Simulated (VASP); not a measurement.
## ZnH16Cl2O8: single point with r2SCAN+D3(BJ)

Crystal: ZnH16Cl2O8.

```
O H Zn Cl
1.0
     6.73866    0.00000    0.00000
     0.00000    6.73866    0.00000
     0.00000    0.00000    6.73866
O H Zn Cl
8 16 1 2
Cartesian
  3.4154 4.0274 0.4794
  0.9525 6.0399 0.5524
  3.3496 0.2789 4.0417
  5.2824 -0.6045 5.7670
  0.0570 1.5155 3.7859
  1.9737 1.8984 1.8358
  4.7377 3.2572 3.0570
  3.6779 -0.0580 1.0983
  3.4908 4.7140 -0.2261
  3.9783 3.2985 0.1655
  1.9095 6.0756 0.6912
  0.5895 6.9347 0.5866
  2.8833 1.1091 3.9738
  2.6608 -0.4369 4.2435
  4.8117 -0.2582 6.5298
  4.8412 -0.2149 4.9398
  0.2151 1.9581 4.5995
  -0.7106 2.0025 3.4667
  1.5301 2.5747 1.2801
  1.2759 1.8031 2.5223
  5.0303 3.6943 2.2329
  3.7864 3.1591 2.9329
  3.2633 0.8010 1.3568
  3.7945 -0.4078 1.9587
  0.1107 4.9052 5.8493
  1.5759 4.5436 4.2284
  6.2980 2.9108 -0.0312
```

The cell was built by a generator and needn't be a form met in nature.

```json
{
 "Program": "VASP 6.6.1",
 "Task": "single point",
 "Functional": "r2SCAN",
 "Dispersion": "D3(BJ)",
 "Potentials or basis": "VASP PAW PBE potentials, release 64 (O, H, Zn, Cl)",
 "Cutoff": "520 eV",
 "k mesh": "1 × 1 × 1",
 "Occupations": "fermi-dirac, width 0.05 eV",
 "Spin": "no spin polarisation"
}
```

* Pressure: -0.1 GPa
* Largest force: 2.169 eV/Å
* Band gap on the k mesh: 4.98 eV, direct
* Dispersion energy per atom: -0.025 eV

Forces on the atoms (eV/Å):
```
O   -0.053  0.511 -0.690
O   -0.703 -0.199 -0.288
O   -0.237 -1.452  0.357
O    0.104  0.023 -2.167
O    0.256 -0.991 -1.217
O   -0.631  0.645 -0.199
O    0.386  0.267 -0.321
O   -0.543  1.334 -1.151
H    0.058 -0.863  0.665
H   -0.108  0.286 -0.028
H    0.530  0.243  0.247
H    0.342  0.116  0.158
H   -0.255  0.445 -0.044
H    0.740  0.882 -0.412
H   -0.626  0.249  1.001
H    0.419 -0.387  1.117
H    0.446  0.633  1.538
H   -0.768  0.317 -0.449
H    0.730 -0.172 -0.099
H    0.029 -0.473  0.532
H   -0.187 -0.274  0.360
H   -0.234 -0.017 -0.119
H   -0.118  0.047 -0.437
H    0.486 -1.138  1.634
Zn   0.029 -0.078 -0.084
Cl  -0.116  0.146  0.054
Cl   0.025 -0.101  0.041
```

Stress tensor (GPa, compression positive):
```
-0.83  0.07  0.08
 0.07 -0.20  0.27
 0.08  0.27  0.65
```

Levels at points of the mesh, in eV from the valence-band top:
```csv
k point,band 42,band 43,band 44,band 45,band 46,band 47,band 48,band 49
"(0.00, 0.00, 0.00)",-0.27,-0.26,-0.06,0.00,4.98,7.52,8.01,8.52
```

Wall time 3 min on 1 thread of Intel(R) Xeon(R) Platinum 8559C (Emerald Rapids), with other jobs on the host, peak memory 0.36 GiB.

Caveat: the PAW data sets were made with another functional, which shifts forces and pressure a little. r2SCAN opens gaps a little over a GGA but as a rule still falls short of measured ones.
